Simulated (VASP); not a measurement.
All values below come from vdW-DF2, VASP's PBE PAW potentials (set 64) (plane waves; VASP).

VASP ran on this input.

POSCAR:
```
P
1
    1.6962979572    -5.5284088641     0.0000000000
    1.6962979572     5.5284088641    -0.0000000000
    0.0000000000     0.0000000000     4.6722830763
P
4
Direct
  0.0979525343   0.9020474657   0.9121677040
  0.4020474657   0.5979525343   0.4121677040
  0.5979525343   0.4020474657   0.5878322960
  0.9020474657   0.0979525343   0.0878322960
```

KPOINTS:
```
Automatic mesh
0
Gamma
6 6 5
0 0 0
```

**INCAR**
```
# general
SYSTEM   = P
PREC     = Accurate
ENCUT    = 520
LREAL    = .FALSE.
LASPH    = .TRUE.

# electronic loop
EDIFF    = 1E-6
NELM     = 100
ALGO     = Normal

# smearing
ISMEAR   = 0
SIGMA    = 0.05

# functional
GGA      = ML
LUSE_VDW = .TRUE.
AGGAC    = 0.0
ZAB_VDW  = -1.8867

# ions
IBRION   = 2
NSW      = 60
ISIF     = 3
EDIFFG   = -0.02

# output
LWAVE    = .FALSE.
LCHARG   = .FALSE.
```

POTCAR, in this order: P (PBE.64 set). Program: vasp_std.

Energy and stress use the plane-wave basis of the starting cell.

**Question.** What does the run give for the energy per atom (σ→0), volume per atom, band gap (on the k-mesh)?

**Answer.** 
The energy per atom (σ→0) comes out as -3.572 eV/atom and the band gap (on the k-mesh) comes out as 0.44 eV. The volume per atom comes out as 22.63 Å^3/atom.

OSZICAR:
```
...
   8 F= -.14286301E+02 E0= -.14286301E+02  d E =-.108349E-02
       N       E                     dE             d eps       ncg     rms          rms(c)
DAV:   1    -0.142867461497E+02   -0.44440E-03   -0.23097E-02  1098   0.874E-01    0.121E-01
DAV:   2    -0.142865783951E+02    0.16775E-03   -0.11401E-03  1410   0.232E-01    0.504E-02
DAV:   3    -0.142864536082E+02    0.12479E-03   -0.23319E-04  1278   0.929E-02    0.228E-02
DAV:   4    -0.142864425094E+02    0.11099E-04   -0.66787E-05  1440   0.516E-02    0.624E-03
DAV:   5    -0.142864421205E+02    0.38893E-06   -0.50597E-06  1236   0.167E-02
   9 F= -.14286442E+02 E0= -.14286442E+02  d E =-.140813E-03
```

The compound is P in the black structure. This run relaxes it. Symmetry was kept, so distortions that lower it aren't found. The start is the result of an earlier pass.
